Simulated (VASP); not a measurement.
OSZICAR of a VASP run on CoAl (CsCl type):

OSZICAR:
```
       N       E                     dE             d eps       ncg     rms          rms(c)
DAV:   1     0.376837360005E+02    0.37684E+02   -0.52946E+03  1696   0.124E+03
DAV:   2    -0.122092396578E+02   -0.49893E+02   -0.47000E+02  1688   0.197E+02
DAV:   3    -0.135597260628E+02   -0.13505E+01   -0.13420E+01  2042   0.420E+01
DAV:   4    -0.135818796156E+02   -0.22154E-01   -0.22145E-01  2004   0.479E+00
DAV:   5    -0.135825823774E+02   -0.70276E-03   -0.70274E-03  1948   0.844E-01    0.133E+01
DAV:   6    -0.156328849139E+02   -0.20503E+01   -0.65092E+01  1868   0.125E+02    0.157E+01
DAV:   7    -0.119054955489E+02    0.37274E+01   -0.28966E+01  1856   0.791E+01    0.200E+00
DAV:   8    -0.118886404532E+02    0.16855E-01   -0.20356E-01  1790   0.427E+00    0.118E+00
DAV:   9    -0.118735965923E+02    0.15044E-01   -0.49372E-02  2044   0.321E+00    0.296E-01
DAV:  10    -0.118731943542E+02    0.40224E-03   -0.13912E-03  2282   0.555E-01    0.155E-01
DAV:  11    -0.118731813678E+02    0.12986E-04   -0.23449E-05  1922   0.446E-02    0.169E-02
DAV:  12    -0.118731769665E+02    0.44013E-05   -0.22968E-05  1990   0.709E-02    0.564E-03
DAV:  13    -0.118731770361E+02   -0.69631E-07   -0.27978E-07   884   0.556E-03
   1 F= -.79106077E+01 E0= -.79104323E+01  d E =-.791061E+01
       N       E                     dE             d eps       ncg     rms          rms(c)
DAV:   1    -0.130950611756E+02   -0.12219E+01   -0.24124E+01  1810   0.872E+01    0.121E+01
DAV:   2    -0.142372916391E+02   -0.11422E+01   -0.51119E+01  1868   0.116E+02    0.125E+01
DAV:   3    -0.114940445564E+02    0.27432E+01   -0.21568E+01  1856   0.722E+01    0.209E+00
DAV:   4    -0.114703954425E+02    0.23649E-01   -0.15864E-01  1792   0.387E+00    0.137E+00
DAV:   5    -0.114511389583E+02    0.19256E-01   -0.65010E-02  2190   0.326E+00    0.370E-01
DAV:   6    -0.114508522106E+02    0.28675E-03   -0.18966E-03  1944   0.692E-01    0.132E-01
DAV:   7    -0.114508299351E+02    0.22276E-04   -0.12051E-04  2520   0.134E-01    0.376E-02
DAV:   8    -0.114508267171E+02    0.32180E-05   -0.14807E-05  1832   0.562E-02    0.566E-03
DAV:   9    -0.114508269754E+02   -0.25827E-06   -0.45883E-07   904   0.953E-03
   2 F= -.78593551E+01 E0= -.78592428E+01  d E =0.512526E-01
       N       E                     dE             d eps       ncg     rms          rms(c)
DAV:   1    -0.124367345440E+02   -0.98591E+00   -0.10332E+01  1806   0.593E+01    0.719E+00
DAV:   2    -0.130702834978E+02   -0.63355E+00   -0.23972E+01  1942   0.752E+01    0.904E+00
DAV:   3    -0.117783900879E+02    0.12919E+01   -0.86374E+00  1932   0.476E+01    0.142E+00
DAV:   4    -0.117662813004E+02    0.12109E-01   -0.34535E-02  1696   0.214E+00    0.852E-01
DAV:   5    -0.117588502494E+02    0.74311E-02   -0.15521E-02  2470   0.135E+00    0.115E-01
DAV:   6    -0.117588904245E+02   -0.40175E-04   -0.25385E-04  1854   0.166E-01    0.454E-02
DAV:   7    -0.117588850799E+02    0.53446E-05   -0.27747E-05  2100   0.691E-02    0.775E-03
DAV:   8    -0.117588847187E+02    0.36124E-06   -0.48279E-07   902   0.798E-03
   3 F= -.79352794E+01 E0= -.79351067E+01  d E =-.246716E-01
```

Question: Which electronic solver shows in the log?

Answer: It is blocked Davidson (ALGO = Normal, or the opening steps of other solvers). The INCAR had ALGO = Normal.

Question: How was spin treated?

Answer: Without spin polarisation: there is no mag entry.

Question: Can the final energy be trusted as converged?

Answer: Self-consistency was reached. It stopped with EDIFF = 1E-6, NELM = 100, NSW = 40 and EDIFFG = -0.02 after 3 ionic steps (PBE GGA, plane waves, VASP's PBE PAW potentials (set 64)). Energy and stress use the plane-wave basis of the starting cell.

The compound is CoAl in the CsCl type structure. This run relaxes it under an external pressure of 30 GPa. Symmetry was kept, so distortions that lower it aren't found. The run is not spin-polarised, so no magnetic state was tried.
